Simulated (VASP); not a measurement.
Here is the system:

```
CELL_PARAMETERS angstrom
      2.82164     0.00000     0.00000
      0.00000     2.81290     0.00000
      0.00000     0.00000     3.67289
ATOMIC_POSITIONS crystal
  Cu 0.00000 0.00000 0.00000
  Au 0.51767 0.50000 0.50000
```

These are PBE GGA, VASP's PBE PAW potentials (set 64) (plane waves; VASP 6.6.1) values and carry that method's errors. Settings: LREAL = Auto, 400 eV cut-off, 12×12×9 Γ-centred mesh, first-order Methfessel-Paxton smearing of 0.10 eV, potentials Cu Au.

### Question
Which forces act on the atoms, in eV/Å?

### Answer

| atom | Fx | Fy | Fz |
|---|---|---|---|
| Cu1 | 0.180 | 0.000 | 0.000 |
| Au2 | -0.180 | 0.000 | 0.000 |

### Question
Give the stress tensor in GPa (positive for a compressed cell).

### Answer

```
4.70  0.00  0.00
0.00  4.91  0.00
0.00  0.00  3.20
```
The pressure is its mean diagonal, 4.27 GPa.

The compound is CuAu in the L1_0 structure. The cell was not relaxed at this level, atoms are displaced from their ideal sites. The run is one of a series of settings (LREAL = Auto against the base run), some of them coarse on purpose.
